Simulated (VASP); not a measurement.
# SbW2 (Fm-3m) in VASP: a series of runs

The runs below take SbW2 through relaxation of cell and atoms, with PBE.

Everything below comes from runs of VASP 6.6.1. Logs are shortened: lines on timing, memory, paths and dates and some standing lists are left out, and cuts for length are marked.

**1. Starting point**

Symmetry: Fm-3m, No. 225, cubic system. Conventional cell: a = 6.266 Å, b = 6.266 Å, c = 6.266 Å, α = 90.00°, β = 90.00°, γ = 90.00°. Sb (site symmetry m-3m) is surrounded by 8 W at 2.71 Å. W (site symmetry -43m) has 4 Sb at 2.71 Å as nearest neighbours.

The cell was built by a generator and needn't be a form met in nature.

**2. Relaxation of cell and atoms, PBE, target pressure 5 GPa, at which the enthalpy is minimised**

INCAR

```
SYSTEM = SbW2
ALGO     = Normal         ! electronic algorithm
EDIFF    = 1E-7           ! SCF threshold, eV
EDIFFG   = -0.02          ! ionic threshold
ENCUT    = 600            ! plane-wave cutoff, eV
GGA      = PE             ! functional
IBRION   = 2              ! ionic algorithm
ISIF     = 3              ! what is computed and relaxed
ISMEAR   = -1             ! smearing method
LASPH    = .TRUE.         ! aspherical terms in the spheres
LCHARG   = .FALSE.        ! write CHGCAR
LREAL    = .FALSE.        ! projectors in reciprocal space
LWAVE    = .FALSE.        ! write WAVECAR
NELM     = 60             ! most SCF steps
NSW      = 60             ! ionic steps
PREC     = Accurate       ! precision mode
PSTRESS  = 50           
SIGMA    = 0.05           ! smearing width, eV
```

KPOINTS

```
k-points
0
G
  7 7 7
  0 0 0
```

POSCAR

```
SbW2
1.0
    0.0000000000      3.1330100000      3.1330100000
    3.1330100000      0.0000000000      3.1330100000
    3.1330100000      3.1330100000      0.0000000000
Sb W
1 2
Direct
    0.5000000000      0.5000000000      0.5000000000
    0.2500000000      0.2500000000      0.2500000000
    0.7500000000      0.7500000000      0.7500000000
```

Potentials or basis: VASP PAW PBE potentials, release 64 (Sb, W_sv).

Command:

```sh
cat potpaw_PBE.64/Sb/POTCAR potpaw_PBE.64/W_sv/POTCAR > POTCAR
mpirun -np 1 vasp_std > vasp.out
```

OUTCAR:

```text
SYSTEM = SbW2
   EDIFF = 1E-7
   EDIFFG = -0.02
   ENCUT = 600
   GGA = PE
   IBRION = 2
   ISIF = 3
   ISMEAR = -1
   LASPH = .TRUE.
   LREAL = .FALSE.
   NELM = 60
   NSW = 60
   PREC = Accurate
   PSTRESS = 50

 ion  position               nearest neighbor table
   1  0.500  0.500  0.500-   2 2.71   2 2.71   2 2.71   3 2.71   3 2.71   3 2.71   3 2.71   2 2.71

   2  0.250  0.250  0.250-   1 2.71   1 2.71   1 2.71   1 2.71   3 3.13   3 3.13   3 3.13   3 3.13
                             3 3.13   3 3.13
   3  0.750  0.750  0.750-   1 2.71   1 2.71   1 2.71   1 2.71   2 3.13   2 3.13   2 3.13   2 3.13
                             2 3.13   2 3.13

  LATTYP: Found a face centered cubic cell.
 ALAT       =     6.2660200000

  Lattice vectors:

 A1 = (   0.0000000000,   3.1330100000,   3.1330100000)
 A2 = (   3.1330100000,   0.0000000000,   3.1330100000)
 A3 = (   3.1330100000,   3.1330100000,   0.0000000000)

Analysis of symmetry for initial positions (statically):
=====================================================================
 Subroutine PRICEL returns:
 Original cell was already a primitive cell.

 Routine SETGRP: Setting up the symmetry group for a
 face centered cubic supercell.

 Subroutine GETGRP returns: Found 48 space group operations
 (whereof 48 operations were pure point group operations)
 out of a pool of 48 trial point group operations.

The static configuration has the point symmetry O_h .

Analysis of symmetry for dynamics (positions and initial velocities):
=====================================================================
 Subroutine PRICEL returns:
 Original cell was already a primitive cell.

 Routine SETGRP: Setting up the symmetry group for a
 face centered cubic supercell.

 Subroutine GETGRP returns: Found 48 space group operations
 (whereof 48 operations were pure point group operations)
 out of a pool of 48 trial point group operations.

The dynamic configuration has the point symmetry O_h .

 Subroutine INISYM returns: Found 48 space group operations
 (whereof 48 operations are pure point group operations),
 and found     1 'primitive' translations

----------------------------------------------------------------------------------------

                                     Primitive cell

  volume of cell :      61.5057

  direct lattice vectors                    reciprocal lattice vectors
     0.000000000  3.133010000  3.133010000    -0.159590937  0.159590937  0.159590937
     3.133010000  0.000000000  3.133010000     0.159590937 -0.159590937  0.159590937
     3.133010000  3.133010000  0.000000000     0.159590937  0.159590937 -0.159590937

  length of vectors
     4.430745233  4.430745233  4.430745233     0.276419610  0.276419610  0.276419610

  position of ions in fractional coordinates (direct lattice)
     0.500000000  0.500000000  0.500000000
     0.250000000  0.250000000  0.250000000
     0.750000000  0.750000000  0.750000000

  ion indices of the primitive-cell ions
   primitive index   ion index
                 1           1
                 2           2
                 3           3

----------------------------------------------------------------------------------------

 KPOINTS: k-points

Automatic generation of k-mesh.
 Grid dimensions read from file:
 generate k-points for:    7    7    7

 Generating k-lattice:

  Cartesian coordinates                     Fractional coordinates (reciprocal lattice)
    -0.022798705  0.022798705  0.022798705     0.142857143  0.000000000  0.000000000
     0.022798705 -0.022798705  0.022798705     0.000000000  0.142857143  0.000000000
     0.022798705  0.022798705 -0.022798705     0.000000000  0.000000000  0.142857143

  Length of vectors
     0.039488516  0.039488516  0.039488516

  Shift w.r.t. Gamma in fractional coordinates (k-lattice)
     0.000000000  0.000000000  0.000000000

 Subroutine IBZKPT returns following result:
 ===========================================

 Found     20 irreducible k-points:

 Following reciprocal coordinates:
            Coordinates               Weight
  0.000000  0.000000  0.000000      1.000000
  0.142857  0.000000  0.000000      8.000000
  0.285714  0.000000  0.000000      8.000000
  0.428571  0.000000  0.000000      8.000000
  0.142857  0.142857  0.000000      6.000000
  0.285714  0.142857  0.000000     24.000000
[... 12 lines left out ...]
 -0.428571  0.428571  0.142857     24.000000
 -0.285714  0.428571  0.142857     24.000000
   k-points           NKPTS =     20   k-points in BZ     NKDIM =     20   number of bands    NBANDS=     20
   number of dos      NEDOS =    301   number of ions     NIONS =      3
   total plane-waves  NPLWV =  46656
   dimension x,y,z NGX =    36 NGY =   36 NGZ =   36
   dimension x,y,z NGXF=    72 NGYF=   72 NGZF=   72
   ions per type =               1   2
   NGX,Y,Z   is equivalent  to a cutoff of  13.51, 13.51, 13.51 a.u.
   NGXF,Y,Z  is equivalent  to a cutoff of  27.02, 27.02, 27.02 a.u.
 SYSTEM =  SbW2
   PREC   = accura    normal or accurate (medium, high low for compatibility)
   ISTART =      0    job   : 0-new  1-cont  2-samecut
   ICHARG =      2    charge: 1-file 2-atom 10-const
   ISPIN  =      1    spin polarized calculation?
   LNONCOLLINEAR =      F non collinear calculations
   LSORBIT =      F    spin-orbit coupling
   LASPH  =      T    aspherical Exc in radial PAW
   ENCUT  =  600.0 eV  44.10 Ry    6.64 a.u.   8.85  8.85  8.85*2*pi/ulx,y,z
   NELM   =     60;   NELMIN=  2; NELMDL= -5     # of ELM steps
   EDIFF  = 0.1E-06   stopping-criterion for ELM
   LREAL  =      F    real-space projection
   EDIFFG = -.2E-01   stopping-criterion for IOM
   NSW    =     60    number of steps for IOM
   IBRION =      2    ionic relax: 0-MD 1-quasi-New 2-CG
   NFREE  =      1    steps in history (QN), initial steepest desc. (CG)
   ISIF   =      3    stress and relaxation
   ISYM   =      2    0-nonsym 1-usesym 2-fastsym
   POTIM  = 0.5000    time-step for ionic-motion
   TEBEG  =    0.0;   TEEND  =   0.0 temperature during run
   PSTRESS=   50.0 pullay stress
   NELECT =      33.0000    total number of electrons
   NUPDOWN=      -1.0000    fix difference up-down
   EMIN   =  10.00;   EMAX   =-10.00  energy-range for DOS
   EFERMI =   0.00;   METHOD = LEGACY
   ISMEAR =    -1;   SIGMA  =   0.05  broadening in eV -4-tet -1-fermi 0-gaus
   EFERMI_NEDOS =   21; number of points for ismear=-14 and -15
   IALGO  =     38    algorithm
   IMIX   =      4    mixing-type and parameters
     AMIX     =   0.40;   BMIX     =  1.00
     AMIX_MAG =   1.60;   BMIX_MAG =  1.00
  volume/ion in A,a.u.               =      20.50       138.35
  Fermi-wavevector in a.u.,A,eV,Ry     =   1.330274  2.513853 24.077255  1.769628
  Thomas-Fermi vector in A             =   2.459373
   LORBIT       =      0    0 simple, 1 ext, 2 COOP (PROOUT), +10 PAW based schemes
   GGA     = PE    functional components
   LHFCALC =     F    Hartree Fock is set to
   AEXX    =    0.0000 exact exchange contribution
   IVDW    =     0    specifies the selected vdW correction
   LEPSILON=     F    determine dielectric tensor
   LRPA    =     F    only Hartree local field effects (RPA)
 conjugate gradient relaxation of ions
 non-spin polarized calculation
  energy-cutoff  :      600.00
  volume of cell :       61.51
 maximum number of plane-waves:      2085
   NGX = 17   NGY = 17   NGZ = 17

--------------------------------------- Ionic step        1  -------------------------------------------

 number of electron      33.0000001 magnetization

 Free energy of the ion-electron system (eV)
  ---------------------------------------------------
  ext. energy  EPLUGINS =         0.00000000
  ---------------------------------------------------
  free energy    TOTEN  =       -25.60028596 eV

  energy without entropy =      -25.56467094  energy(sigma->0) =      -25.58247845

------------------------ aborting loop because EDIFF is reached ----------------------------------------

  FORCE on cell =-STRESS in cart. coord.  units (eV):
  Direction    XX          YY          ZZ          XY          YZ          ZX
  --------------------------------------------------------------------------------------
  -------------------------------------------------------------------------------------
  Total        0.0888005      0.0888005      0.0888005      0.0000000      0.0000000      0.0000000
  in kB        2.3131862      2.3131862      2.3131862      0.0000000      0.0000000      0.0000000
  external PRESSURE =     -47.6868138 kB  Pullay stress =      50.0000000 kB
[... 24 lines left out ...]
  enthalpy is  TOTEN    =       -23.6808449884 eV   P V=        1.9194409715

--------------------------------------- Ionic step        2  -------------------------------------------

 number of electron      33.0000003 magnetization

 E-fermi :  10.5085     XC(G=0): -12.2057

 val. band max:       10.4776097054   @ k =  -0.4286   0.1429   0.0000
 cond. band min:      10.5227098228   @ k =   0.2857   0.2857   0.0000
 fundamental gap:      0.0451001174
 Fermi energy:        10.5085198448

 k-point     1 :       0.0000    0.0000    0.0000
  band No.  band energies     occupation
      1     -63.4085      2.00000
      2     -63.3615      2.00000
      3     -27.7927      2.00000
      4     -27.7927      2.00000
      5     -27.7927      2.00000
      6     -27.5370      2.00000
[... 12 lines left out ...]
     19      14.5498      0.00000
[... 472 lines left out ...]
  enthalpy is  TOTEN    =       -23.5512119571 eV   P V=        1.7548669058

--------------------------------------- Ionic step        3  -------------------------------------------

 number of electron      32.9999997 magnetization

 Free energy of the ion-electron system (eV)
  ---------------------------------------------------
  ext. energy  EPLUGINS =         0.00000000
  ---------------------------------------------------
  free energy    TOTEN  =       -25.57617689 eV

  energy without entropy =      -25.54217320  energy(sigma->0) =      -25.55917505

 E-fermi :   9.6614     XC(G=0): -11.8777

 val. band max:        9.6387288673   @ k =  -0.4286   0.1429   0.0000
 cond. band min:       9.6715370491   @ k =   0.2857   0.2857   0.0000
 fundamental gap:      0.0328081818
 Fermi energy:         9.6614164798

 k-point     1 :       0.0000    0.0000    0.0000
  band No.  band energies     occupation
      1     -64.3676      2.00000
      2     -64.3334      2.00000
      3     -28.6908      2.00000
      4     -28.6908      2.00000
      5     -28.6908      2.00000
      6     -28.4859      2.00000
[... 12 lines left out ...]
     19      13.3197      0.00000
[... 466 lines left out ...]
  FREE ENERGIE OF THE ION-ELECTRON SYSTEM (eV)
  ---------------------------------------------------
  free  energy   TOTEN  =       -25.5761768947 eV

  energy  without entropy=      -25.5421732043  energy(sigma->0) =      -25.55917505

  enthalpy is  TOTEN    =       -23.7050320357 eV   P V=        1.8711448590

 reached required accuracy - stopping structural energy minimisation
```

Wall time 39 s (1 thread of Intel Xeon 6975P-C (Granite Rapids), shared host); peak memory 0.22 GiB.

Results:

- Free energy: -25.5762 eV
- Relaxed volume: 19.99 Å³/atom
- Relaxed cell: a = 4.393 Å, b = 4.393 Å, c = 4.393 Å, α = 60.00°, β = 60.00°, γ = 60.00°
- Space group after relaxing (to 0.05 Å): Fm-3m (No. 225)
- Energy change on relaxing (the enthalpy is what falls): +8.0 meV/atom
- Ionic steps: 3
- Pressure after relaxing: 4.9 GPa

The path:
| step | energy change (eV) | largest force (eV/Å) | pressure (GPa) | volume (Å³) |
| --- | --- | --- | --- | --- |
| 1 | 0.0000 | 0.0000 | 0.23 | 61.51 |
| 2 | 0.2942 | 0.0000 | 19.15 | 56.23 |
| 3 | 0.0241 | 0.0000 | 4.89 | 59.96 |

Final structure:
```
Sb W
1.0
     0.00000    3.10651    3.10651
     3.10651    0.00000    3.10651
     3.10651    3.10651    0.00000
Sb W
1 2
Direct
  0.50000 0.50000 0.50000
  0.25000 0.25000 0.25000
  0.75000 0.75000 0.75000
```

Caveat: the cell is relaxed towards a set pressure, so the enthalpy falls and the energy may rise; the bands computed are all filled at some k points, so no gap is given. The run has no spin-orbit coupling, so splittings on Sb, W are missing.

**3. Relaxation of cell and atoms, PBE, target pressure 10 GPa, at which the enthalpy is minimised**

INCAR: that of step 2 with these lines changed.

```diff
@@ -16,3 +16,3 @@
 PREC     = Accurate       ! precision mode
-PSTRESS  = 50           
+PSTRESS  = 100          
 SIGMA    = 0.05           ! smearing width, eV
```

KPOINTS is that of step 2.

POSCAR is that of step 2.

Potentials or basis: VASP PAW PBE potentials, release 64 (Sb, W_sv).

Command:

```sh
cat potpaw_PBE.64/Sb/POTCAR potpaw_PBE.64/W_sv/POTCAR > POTCAR
mpirun -np 1 vasp_std > vasp.out
```

It took 66 s on 1 thread of Intel Xeon 6975P-C (Granite Rapids), shared host; peak memory 0.22 GiB.

It converged, with:

```
Free energy                                            : -25.5094 eV
Relaxed volume                                         : 19.50 Å³/atom
Relaxed cell                                           : a = 4.357 Å, b = 4.357 Å, c = 4.357 Å, α = 60.00°, β = 60.00°, γ = 60.00°
Space group after relaxing (to 0.05 Å)                 : Fm-3m (No. 225)
Energy change on relaxing (the enthalpy is what falls) : +30.3 meV/atom
Ionic steps                                            : 4
Pressure after relaxing                                : 9.9 GPa
```

The path:
| step | energy change (eV) | largest force (eV/Å) | pressure (GPa) | volume (Å³) |
| --- | --- | --- | --- | --- |
| 1 | 0.0000 | 0.0000 | 0.23 | 61.51 |
| 2 | 1.3603 | 0.0000 | 48.92 | 51.04 |
| 3 | 0.0828 | 0.0000 | 9.42 | 58.63 |
| 4 | 0.0909 | 0.0000 | 9.91 | 58.50 |

Final structure:
```yaml
crystal:
  lattice:
    - [0.00000, 3.08111, 3.08111]
    - [3.08111, 0.00000, 3.08111]
    - [3.08111, 3.08111, 0.00000]
  atoms:
    - { symbol: Sb, position: [0.50000, 0.50000, 0.50000] }
    - { symbol: W, position: [0.25000, 0.25000, 0.25000] }
    - { symbol: W, position: [0.75000, 0.75000, 0.75000] }
```

Levels at points of the mesh, in eV from the Fermi level:
| k point | band 15 | band 16 | band 17 | band 18 | band 19 | band 20 |
| --- | --- | --- | --- | --- | --- | --- |
| (0.00, 0.00, 0.00) | 1.05 | 1.80 | 1.80 | 1.80 | 3.80 | 3.80 |

Caveat: the cell is relaxed towards a set pressure, so the enthalpy falls and the energy may rise; the bands computed are all filled at some k points, so no gap is given. Spin-orbit coupling is left out, which matters for the levels of Sb, W.

**4. Relaxation of cell and atoms, PBE, target pressure 20 GPa, at which the enthalpy is minimised**

INCAR: that of step 3 with these lines changed.

```diff
@@ -16,3 +16,3 @@
 PREC     = Accurate       ! precision mode
-PSTRESS  = 100          
+PSTRESS  = 200          
 SIGMA    = 0.05           ! smearing width, eV
```

KPOINTS is that of step 3.

POSCAR is that of step 3.

Command:

```sh
cat potpaw_PBE.64/Sb/POTCAR potpaw_PBE.64/W_sv/POTCAR > POTCAR
mpirun -np 1 vasp_std > vasp.out
```

It took 78 s on 1 thread of Intel Xeon 6975P-C (Granite Rapids), shared host; peak memory 0.22 GiB.

Results (log left out):

| Item | Value |
| --- | --- |
| Free energy | -25.2831 eV |
| Relaxed volume | 18.68 Å³/atom |
| Relaxed cell | a = 4.296 Å, b = 4.296 Å, c = 4.296 Å, α = 60.00°, β = 60.00°, γ = 60.00° |
| Space group after relaxing (to 0.05 Å) | Fm-3m (No. 225) |
| Energy change on relaxing (the enthalpy is what falls) | +105.7 meV/atom |
| Ionic steps | 5 |
| Pressure after relaxing | 20.0 GPa |

The path:
```csv
step,energy change (eV),largest force (eV/Å),pressure (GPa),volume (Å³)
1,0.0000,0.0000,0.23,61.51
2,6.9301,0.0000,156.37,41.62
3,0.2399,0.0000,17.02,56.71
4,0.2941,0.0000,19.15,56.23
5,0.3171,0.0000,20.00,56.04
```

Final structure:
```xyz
3
Lattice="0.0000 3.0374 3.0374 3.0374 0.0000 3.0374 3.0374 3.0374 0.0000" Properties=species:S:1:pos:R:3 pbc="T T T"
Sb    3.0374    3.0374    3.0374
W     1.5187    1.5187    1.5187
W     4.5561    4.5561    4.5561
```

Levels at points of the mesh, in eV from the Fermi level:
```csv
k point,band 13,band 14,band 15,band 16,band 17,band 18,band 19,band 20
"(0.00, 0.00, 0.00)",-3.42,-3.42,1.23,1.94,1.94,1.94,4.06,4.06
```

Caveat: the cell is relaxed towards a set pressure, so the enthalpy falls and the energy may rise; the bands computed are all filled at some k points, so no gap is given. The run has no spin-orbit coupling, so splittings on Sb, W are missing.

[end of part 1 of 2]
